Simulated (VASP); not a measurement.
# Cl on Cu(111): binding against coverage, part 2 of 11

How do binding and work function change as Cl crowds Cu(111)?

VASP 6.6.1, plane waves and PAW; the level of theory is named at each step.

So far. Step 3 (The bulk reference, job self-consistent run, k-mesh …): The run ends at a pressure of 0.95 GPa.

**4. Relaxing the atoms**

This step: PBE; plane waves and PAW (Cl) (VASP 6.6.1).

System of this step: Cl2. The cell holds 2 atoms: 2 Cl. Its edges and angles: a = 11.000 Å, b = 11.500 Å, c = 14.000 Å, α = 90.0°, β = 90.0°, γ = 90.0°. Vacuum lies along a, b and c.

The reference for Cl is the Cl2 molecule, relaxed in a box at the cutoff of the large cell.

INCAR reads:

```
SYSTEM = Cl
PREC = Normal
ENCUT = 330
EDIFF = 1E-05
NELM = 120
ISMEAR = 0
SIGMA = 0.01
LREAL = .FALSE.
ALGO = Fast
GGA = PE
NBANDS = 13
LORBIT = 11
LWAVE = .FALSE.
LCHARG = .FALSE.
NCORE = 8
IBRION = 2
NSW = 20
ISIF = 2
EDIFFG = -0.03
POTIM = 0.4
MAXMIX = 40
ISYM = 0
```

POSCAR reads:

```
Cl
1.0
   11.0000000000      0.0000000000      0.0000000000
    0.0000000000     11.5000000000      0.0000000000
    0.0000000000      0.0000000000     14.0000000000
Cl
2
Direct
    0.5000000000      0.5000000000      0.4289285700
    0.5000000000      0.5000000000      0.5710714300
```

KPOINTS reads:

```
Automatic mesh
0
Gamma
1 1 1
0 0 0
```

Potentials, in the order of the species: Cl (PBE family, release 64).

Started as:

```bash
$ mpirun -np 8 vasp_gam
```

Output:

```text
[banner, memory and clock lines left out]
running    8 mpi-ranks, on    1 nodes
 distrk:  each k-point on    8 cores,    1 groups
 distr:  one band on    8 cores,    1 groups

 POSCAR found type information on POSCAR Cl
 POSCAR found :  1 types and       2 ions
 [... a notice as in an earlier step ...]

 LDA part: xc-table for (Slater+PW92), standard interpolation
 POSCAR, INCAR and KPOINTS ok, starting setup
 FFT: planning ... GRIDC
 FFT: planning ... GRID_SOFT
 FFT: planning ... GRID
 WAVECAR not read
 entering main loop
       N       E                     dE             d eps       ncg     rms          rms(c)
DAV:   1     0.118265856582E+03    0.11827E+03   -0.24669E+03    34   0.400E+02
DAV:   2     0.473579093719E+02   -0.70908E+02   -0.64917E+02    36   0.805E+01
DAV:   3    -0.477072348244E+00   -0.47835E+02   -0.47552E+02    44   0.750E+01
DAV:   4    -0.386158021155E+01   -0.33845E+01   -0.33840E+01    34   0.242E+01
DAV:   5    -0.387054148110E+01   -0.89613E-02   -0.89607E-02    36   0.139E+00    0.110E+01
RMM:   6    -0.365149465772E+01    0.21905E+00   -0.12371E-01    26   0.223E+00    0.673E+00
RMM:   7    -0.356951782600E+01    0.81977E-01   -0.32509E-01    26   0.368E+00    0.420E-01
RMM:   8    -0.356928279802E+01    0.23503E-03   -0.34806E-02    26   0.148E+00    0.139E-01
RMM:   9    -0.356995116518E+01   -0.66837E-03   -0.64223E-03    29   0.533E-01    0.931E-02
RMM:  10    -0.357051037586E+01   -0.55921E-03   -0.59433E-04    27   0.170E-01    0.546E-02
RMM:  11    -0.357129596671E+01   -0.78559E-03   -0.13793E-04    26   0.803E-02    0.180E-02
RMM:  12    -0.357199769556E+01   -0.70173E-03   -0.88249E-05    25   0.524E-02    0.157E-02
RMM:  13    -0.357255636137E+01   -0.55867E-03   -0.88490E-05    24   0.411E-02    0.150E-02
RMM:  14    -0.357291942707E+01   -0.36307E-03   -0.42256E-05    23   0.285E-02    0.659E-03
RMM:  15    -0.357296607810E+01   -0.46651E-04   -0.23628E-05    21   0.194E-02    0.571E-03
RMM:  16    -0.357305863169E+01   -0.92554E-04   -0.80738E-06    19   0.155E-02    0.342E-03
RMM:  17    -0.357306440330E+01   -0.57716E-05   -0.11970E-06    17   0.664E-03
   1 F= -.35730644E+01 E0= -.35730644E+01  d E =-.357306E+01
 curvature:   0.00 expect dE= 0.000E+00 dE for cont linesearch  0.000E+00
 trial: gam= 0.00000 g(F)=  0.257E-03 g(S)=  0.000E+00 ort = 0.000E+00 (trialstep = 0.100E+01)
 search vector abs. value=  0.257E-03
 bond charge predicted
       N       E                     dE             d eps       ncg     rms          rms(c)
DAV:   1    -0.357309347914E+01   -0.34847E-04   -0.21713E-02    31   0.737E-01    0.226E-01
RMM:   2    -0.357310149766E+01   -0.80185E-05   -0.84779E-04    26   0.188E-01    0.865E-02
RMM:   3    -0.357313367330E+01   -0.32176E-04   -0.48719E-04    26   0.113E-01    0.302E-02
RMM:   4    -0.357316048056E+01   -0.26807E-04   -0.11412E-04    26   0.648E-02    0.382E-02
RMM:   5    -0.357314684451E+01    0.13636E-04   -0.23968E-05    21   0.289E-02    0.276E-02
RMM:   6    -0.357315317583E+01   -0.63313E-05   -0.14559E-04    26   0.572E-02    0.257E-02
RMM:   7    -0.357314831178E+01    0.48641E-05   -0.20250E-05    21   0.290E-02
   2 F= -.35731483E+01 E0= -.35731483E+01  d E =-.839085E-04
 trial-energy change:   -0.000084  1 .order   -0.000059   -0.000257    0.000139
 step:   0.6486(harm=  0.6486)  dis= 0.00144  next Energy=    -3.573148 (dE=-0.834E-04)
 bond charge predicted
       N       E                     dE             d eps       ncg     rms          rms(c)
DAV:   1    -0.357316584520E+01   -0.12669E-04   -0.24183E-03    26   0.246E-01    0.791E-02
RMM:   2    -0.357317347893E+01   -0.76337E-05   -0.57279E-05    22   0.577E-02
   3 F= -.35731735E+01 E0= -.35731735E+01  d E =-.109076E-03
 curvature:  -0.32 expect dE=-0.140E-06 dE for cont linesearch -0.139E-06
 trial: gam=-0.03922 g(F)=  0.431E-06 g(S)=  0.000E+00 ort = 0.105E-04 (trialstep = 0.930E+00)
 search vector abs. value=  0.157E-08
 reached required accuracy - stopping structural energy minimisation
```

The job ended after 3 s (8 MPI ranks of Intel Xeon 6975P-C (Granite Rapids), shared host; peak memory 1.2 GiB; 16 s of CPU time).

Parts of OUTCAR (step 4):

```text
 Found      1 irreducible k-points:

   k-points           NKPTS =      1   k-points in BZ     NKDIM =      1   number of bands    NBANDS=     13

   dimension x,y,z NGX =    50 NGY =   54 NGZ =   64
   dimension x,y,z NGXF=   100 NGYF=  108 NGZF=  128

   ENCUT  =  330.0 eV  24.25 Ry    4.92 a.u.  16.29 17.03 20.74*2*pi/ulx,y,z

   NELECT =      14.0000    total number of electrons

 E-fermi :  -7.0333

 k-point     1 :       0.0000    0.0000    0.0000
  band No.  band energies     occupation
    ...
      3     -11.7794      2.00000
      4      -9.7478      2.00000
      5      -9.7478      2.00000
      6      -7.0813      2.00000
      7      -7.0813      2.00000
      8      -4.0568      0.00000
      9      -0.3276      0.00000
     10       0.5473      0.00000
     11       0.5794      0.00000
     12       0.8997      0.00000
    ...

  Total       -0.0417310     -0.0421976     -0.0288644     -0.0000021     -0.0000097     -0.0000077
  in kB       -0.0377529     -0.0381750     -0.0261128     -0.0000019     -0.0000087     -0.0000070
  external PRESSURE =      -0.0340136 kB  Pullay stress =       0.0000000 kB

  energy-cutoff  :      330.00
  volume of cell :     1771.00
      direct lattice vectors                 reciprocal lattice vectors
    11.000000000  0.000000000  0.000000000     0.090909091  0.000000000  0.000000000
     0.000000000 11.500000000  0.000000000     0.000000000  0.086956522  0.000000000
     0.000000000  0.000000000 14.000000000     0.000000000  0.000000000  0.071428571

 POSITION                                       TOTAL-FORCE (eV/Angst)
 -----------------------------------------------------------------------------------
      5.50000      5.75000      6.00355         0.000035      0.000094     -0.002360
      5.50000      5.75000      7.99645        -0.000035     -0.000094      0.002360
 -----------------------------------------------------------------------------------
    total drift:                               -0.000101     -0.000127      0.000046

  FREE ENERGIE OF THE ION-ELECTRON SYSTEM (eV)
  ---------------------------------------------------
  free  energy   TOTEN  =        -3.5731734789 eV

  energy  without entropy=       -3.5731734789  energy(sigma->0) =       -3.57317348

 total charge
# of ion       s       p       d       tot
------------------------------------------
    1        1.614   3.389   0.000   5.004
    2        1.614   3.389   0.000   5.004
--------------------------------------------------
tot          3.229   6.779   0.000  10.008

[... 1 part as in an earlier step ...]

[... 3 further parts left out ...]
```

CONTCAR:

```
Cl
   1.00000000000000
    11.0000000000000000    0.0000000000000000    0.0000000000000000
     0.0000000000000000   11.5000000000000000    0.0000000000000000
     0.0000000000000000    0.0000000000000000   14.0000000000000000
  Cl
     2
Direct
     0.5000000313492733    0.5000001212054987    0.4288253570799670
     0.4999999686507267    0.4999998787945013    0.5711746429200331
```

Hardly anything moved in the relaxation; the energy changed by under 0.2 meV an atom.

Numbers from this step:

```yaml
electronic_cycles: 26
electrons: 14
free_energy_toten: -3.573 eV
gap_between_the_highest_filled_and_lowest_empty_level: 3.024 eV
```

The run ended after 3 ionic steps, 0.000 eV below its first step, once the forces on the free atoms met EDIFFG = -0.03.

Energy at zero smearing: -3.57317 eV.

**5. Relaxing the slab, cell 1 x 1, k-mesh 12×12×1**

This step: PBE; plane waves and PAW (Cu) (VASP 6.6.1).

System of this step: Cu(111). The cell holds 4 atoms: 4 Cu. Its edges and angles: a = 2.566 Å, b = 2.566 Å, c = 21.284 Å, α = 90.0°, β = 90.0°, γ = 60.0°. It derives from Cu. 4 layers of fcc Cu, cut at this functional's lattice. Vacuum lies along c.

The free atoms relax, while those held by selective dynamics keep their cut positions.

INCAR reads:

```
SYSTEM = Cu
PREC = Normal
ENCUT = 330
EDIFF = 1E-05
NELM = 120
ISMEAR = 1
SIGMA = 0.15
LREAL = .FALSE.
ALGO = Fast
GGA = PE
NBANDS = 28
LASPH = .TRUE.
LORBIT = 11
LWAVE = .FALSE.
LCHARG = .FALSE.
KPAR = 8
IBRION = 2
NSW = 30
ISIF = 2
EDIFFG = -0.03
POTIM = 0.4
MAXMIX = 40
IDIPOL = 3
LDIPOL = .TRUE.
DIPOL = 0.5 0.5 0.5
```

POSCAR reads:

```
Cu
1.0
    2.5656253229      0.0000000000      0.0000000000
    1.2828126614      2.2218967062      0.0000000000
    0.0000000000      0.0000000000     21.2844729122
Cu
4
Selective dynamics
Direct
    0.0000000000      0.0000000000      0.3523695400  F F F
    0.3333333300      0.3333333300      0.4507898500  F F F
    0.6666666700      0.6666666700      0.5492101500  T T T
    0.0000000000      0.0000000000      0.6476304600  T T T
```

KPOINTS reads:

```
Automatic mesh
0
Gamma
12 12 1
0 0 0
```

The projector-augmented-wave data sets are Cu (PBE family, release 64).

Started as:

```bash
$ mpirun -np 8 vasp_std
```

Output:

```text
[banner, memory and clock lines left out]
running    8 mpi-ranks, on    1 nodes
 distrk:  each k-point on    1 cores,    8 groups
 distr:  one band on    1 cores,    1 groups

 POSCAR found type information on POSCAR Cu
 POSCAR found :  1 types and       4 ions
 [... a notice as in an earlier step ...]

 LDA part: xc-table for (Slater+PW92), standard interpolation
 POSCAR, INCAR and KPOINTS ok, starting setup
 FFT: planning ... GRIDC
 FFT: planning ... GRID_SOFT
 FFT: planning ... GRID
 WAVECAR not read
 entering main loop
       N       E                     dE             d eps       ncg     rms          rms(c)
DAV:   1     0.319776884603E+03    0.31978E+03   -0.15400E+04  1064   0.147E+03
DAV:   2     0.473352568922E+01   -0.31504E+03   -0.30532E+03  1068   0.339E+02
DAV:   3    -0.166247039886E+02   -0.21358E+02   -0.20328E+02  1132   0.137E+02
DAV:   4    -0.172246662037E+02   -0.59996E+00   -0.59802E+00  1200   0.273E+01
DAV:   5    -0.172399475928E+02   -0.15281E-01   -0.15280E-01  1248   0.340E+00    0.148E+01
RMM:   6    -0.155387532376E+02    0.17012E+01   -0.36162E+01  1070   0.915E+01    0.862E+00
RMM:   7    -0.140214793270E+02    0.15173E+01   -0.77645E+00  1066   0.460E+01    0.117E+00
RMM:   8    -0.140222846899E+02   -0.80536E-03   -0.39611E-01  1079   0.539E+00    0.767E-01
RMM:   9    -0.140248130512E+02   -0.25284E-02   -0.93169E-02  1084   0.329E+00    0.248E-01
RMM:  10    -0.140244370567E+02    0.37599E-03   -0.27435E-02  1231   0.147E+00    0.193E-01
RMM:  11    -0.140237936946E+02    0.64336E-03   -0.45482E-03  1151   0.604E-01    0.155E-01
RMM:  12    -0.140236129450E+02    0.18075E-03   -0.12220E-03  1128   0.346E-01    0.134E-01
RMM:  13    -0.140229075096E+02    0.70544E-03   -0.94303E-04  1078   0.328E-01    0.412E-02
RMM:  14    -0.140228627131E+02    0.44797E-04   -0.28740E-04  1081   0.197E-01    0.263E-02
RMM:  15    -0.140228931059E+02   -0.30393E-04   -0.11912E-04  1029   0.109E-01    0.185E-02
RMM:  16    -0.140230432400E+02   -0.15013E-03   -0.10954E-04  1024   0.938E-02    0.143E-02
RMM:  17    -0.140230999672E+02   -0.56727E-04   -0.31497E-05   745   0.537E-02    0.971E-03
RMM:  18    -0.140231723779E+02   -0.72411E-04   -0.21801E-05   679   0.426E-02    0.699E-03
RMM:  19    -0.140231858318E+02   -0.13454E-04   -0.11767E-05   647   0.416E-02    0.372E-03
RMM:  20    -0.140231980897E+02   -0.12258E-04   -0.44373E-06   626   0.174E-02    0.209E-03
RMM:  21    -0.140232021663E+02   -0.40766E-05   -0.11847E-06   615   0.109E-02
   1 F= -.14023202E+02 E0= -.14021547E+02  d E =-.140232E+02
 curvature:   0.00 expect dE= 0.000E+00 dE for cont linesearch  0.000E+00
 trial: gam= 0.00000 g(F)=  0.363E-03 g(S)=  0.000E+00 ort = 0.000E+00 (trialstep = 0.100E+01)
 search vector abs. value=  0.363E-03
 bond charge predicted
       N       E                     dE             d eps       ncg     rms          rms(c)
DAV:   1    -0.140234628209E+02   -0.26473E-03   -0.80043E-02  1200   0.170E+00    0.176E-02
RMM:   2    -0.140235337394E+02   -0.70919E-04   -0.74747E-04  1064   0.368E-01    0.131E-02
RMM:   3    -0.140235642011E+02   -0.30462E-04   -0.28243E-04  1071   0.157E-01    0.120E-02
RMM:   4    -0.140235662121E+02   -0.20111E-05   -0.44646E-05   817   0.894E-02
   2 F= -.14023566E+02 E0= -.14021933E+02  d E =-.364046E-03
[...]
3 F= -.14024247E+02 E0= -.14022669E+02  d E =-.104526E-02
[...]
4 F= -.14025063E+02 E0= -.14023601E+02  d E =-.186078E-02
[...]
5 F= -.14025140E+02 E0= -.14023734E+02  d E =-.193787E-02
[...]
6 F= -.14025657E+02 E0= -.14024223E+02  d E =-.517127E-03
 trial-energy change:   -0.000517  1 .order   -0.000446   -0.000539   -0.000354
 step:   4.0070(harm=  4.0070)  dis= 0.00000  next Energy=   -14.025926 (dE=-0.786E-03)
 bond charge predicted
       N       E                     dE             d eps       ncg     rms          rms(c)
DAV:   1    -0.140247812001E+02    0.87627E-03   -0.10414E+00  1100   0.631E+00    0.835E-02
RMM:   2    -0.140262693257E+02   -0.14881E-02   -0.11596E-02  1069   0.141E+00    0.202E-01
RMM:   3    -0.140274447085E+02   -0.11754E-02   -0.67591E-03  1233   0.700E-01    0.293E-01
RMM:   4    -0.140269149372E+02    0.52977E-03   -0.54447E-04  1102   0.254E-01    0.239E-01
RMM:   5    -0.140269465392E+02   -0.31602E-04   -0.22336E-04   951   0.120E-01    0.240E-01
RMM:   6    -0.140268257970E+02    0.12074E-03   -0.37447E-05   769   0.755E-02    0.226E-01
RMM:   7    -0.140266087424E+02    0.21705E-03   -0.70482E-05   977   0.736E-02    0.191E-01
RMM:   8    -0.140264335634E+02    0.17518E-03   -0.12364E-04  1093   0.891E-02    0.154E-01
RMM:   9    -0.140263695282E+02    0.64035E-04   -0.39570E-05   811   0.647E-02    0.139E-01
RMM:  10    -0.140264601741E+02   -0.90646E-04   -0.73795E-06   605   0.382E-02    0.151E-01
RMM:  11    -0.140264850140E+02   -0.24840E-04   -0.23013E-06   580   0.114E-02    0.154E-01
RMM:  12    -0.140264193313E+02    0.65683E-04   -0.84176E-06   610   0.304E-02    0.140E-01
RMM:  13    -0.140264378622E+02   -0.18531E-04   -0.24024E-06   592   0.221E-02    0.145E-01
RMM:  14    -0.140263193982E+02    0.11846E-03   -0.40596E-05   797   0.568E-02    0.124E-01
RMM:  15    -0.140262605340E+02    0.58864E-04   -0.39489E-05   763   0.596E-02    0.121E-01
RMM:  16    -0.140260303700E+02    0.23016E-03   -0.53729E-04  1705   0.167E-01    0.487E-02
RMM:  17    -0.140260147017E+02    0.15668E-04   -0.15211E-05   668   0.389E-02    0.365E-02
RMM:  18    -0.140260064889E+02    0.82128E-05   -0.24852E-05   683   0.387E-02
   7 F= -.14026006E+02 E0= -.14024686E+02  d E =-.866449E-03
 curvature:  -3.51 expect dE=-0.199E-04 dE for cont linesearch -0.198E-04
 trial: gam=-0.08108 g(F)=  0.565E-05 g(S)=  0.000E+00 ort = 0.623E-04 (trialstep = 0.190E+01)
 search vector abs. value=  0.753E-07
 reached required accuracy - stopping structural energy minimisation
```

Wall time 14 s (8 MPI ranks); peak memory 1.3 GiB.

From OUTCAR (step 5):

```text
   k-points           NKPTS =     19   k-points in BZ     NKDIM =     19   number of bands    NBANDS=     28

   ENCUT  =  330.0 eV  24.25 Ry    4.92 a.u.   3.80  3.80 31.53*2*pi/ulx,y,z

   NELECT =      44.0000    total number of electrons

 dipolmoment           0.000000      0.000000     -0.000529 electrons x Angstroem

 E-fermi :   0.0450

 k-point     1 :       0.0000    0.0000    0.0000
  band No.  band energies     occupation
    ...
     21      -1.6139      2.00000
     22      -1.4660      2.00000
     23      -1.4660      2.00000
     24      -1.0685      2.00000
     25      -0.0545      1.89265
     26       4.3524      0.00000
     27       4.4236      0.00000
     28       5.7192      0.00000

  Total       -0.9162855     -0.9162855     -0.2822811      0.0000000      0.0000000      0.0000000
  in kB      -12.0993327    -12.0993327     -3.7274542      0.0000000      0.0000000      0.0000000
  external PRESSURE =      -9.3087066 kB  Pullay stress =       0.0000000 kB

 POSITION                                       TOTAL-FORCE (eV/Angst)
 -----------------------------------------------------------------------------------
      0.00000      0.00000      7.50000        -0.000000      0.000000      0.091977
      1.28281      0.74063      9.59482        -0.000000     -0.000000     -0.075067
      2.56563      1.48126     11.66565         0.000000      0.000000     -0.009781
      0.00000      0.00000     13.74014         0.000000      0.000000     -0.007129
 -----------------------------------------------------------------------------------
    total drift:                               -0.000006     -0.000003      0.006877

  FREE ENERGIE OF THE ION-ELECTRON SYSTEM (eV)
  ---------------------------------------------------
  free  energy   TOTEN  =       -14.0260064889 eV

  energy  without entropy=      -14.0220450547  energy(sigma->0) =      -14.02468601

 vacuum level on the upper side and lower side of the slab         4.375         4.387

[... 1 part as in an earlier step ...]

[... 15 further parts left out ...]
```

The run keeps the 6 symmetry operations of its start, so it cannot find a distortion of lower symmetry.

Relaxation path:

```
step  energy less that of the first step (eV)  largest force (eV/Å)
   1                                   0.0000                0.0950
   2                                  -0.0004                0.0616
   3                                  -0.0010                0.0585
   4                                  -0.0019                0.0828
   5                                  -0.0019                0.0953
   6                                  -0.0025                0.0622
   7                                  -0.0028                0.0098
```

The atoms that moved most (Å):

```
atom     dx     dy      dz  length
 Cu4  0.000  0.000  -0.044   0.044
 Cu3  0.000  0.000  -0.024   0.024
```

Final coordinates:

```xyz
4
Lattice="2.5656 0.0000 0.0000 1.2828 2.2219 0.0000 0.0000 0.0000 21.2845" Properties=species:S:1:pos:R:3
Cu    0.0000    0.0000    7.5000
Cu    1.2828    0.7406    9.5948
Cu    2.5656    1.4813   11.6656
Cu    0.0000    0.0000   13.7401
```

This step gave:

* electronic cycles: 70
* electrons: 44
* free energy (TOTEN): -14.03 eV
* energy at zero smearing: -14.02 eV
* Fermi energy: 0.045 eV
* dipole moment: 0, 0, -5.29e-4 e·Å

The run ended after 7 ionic steps, 0.003 eV below its first step, once the forces on the free atoms met EDIFFG = -0.03.

[end of part 2 of 11]

[Lines on the potential files, build, host, timing and source positions are cut from VASP's logs without a mark.]

[Logs are printed without paths, hosts, clocks, repeated set-up lines and the standing remarks that a program may print on its own settings, such as how far it seeks lower states.]

[Hosts, paths, dates, database ids (printed as entryN), source tags and the programs' standing remarks are cut or masked in the printed files.]

[Runs that stopped without an error message from VASP are left out.]
